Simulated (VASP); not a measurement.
Consider the following.

```
CELL_PARAMETERS angstrom
      0.00000     2.70258     2.70258
      2.70258     0.00000     2.70258
      2.70258     2.70258     0.00000
ATOMIC_POSITIONS crystal
  Ce 0.00000 0.00000 0.00000
  O  0.25000 0.25000 0.25000
  O  0.75000 0.75000 0.75000
```

All values below come from optB88-vdW, VASP's PBE PAW potentials (set 64) (plane waves; VASP 6.6.1). Run with 520 eV cut-off, 7×7×7 Γ-centred mesh, Gaussian smearing of 0.050 eV, potentials Ce O.

Q: Give the stress tensor in GPa (positive for a compressed cell).

A: 
```
5.86  0.00  0.00
0.00  5.86  0.00
0.00  0.00  5.86
```
The pressure is its mean diagonal, 5.86 GPa.

The compound is CeO2 in the fluorite structure. This cell is one point of a volume scan, at 0.97 of the reference volume. The run is not spin-polarised, so no magnetic state was tried.
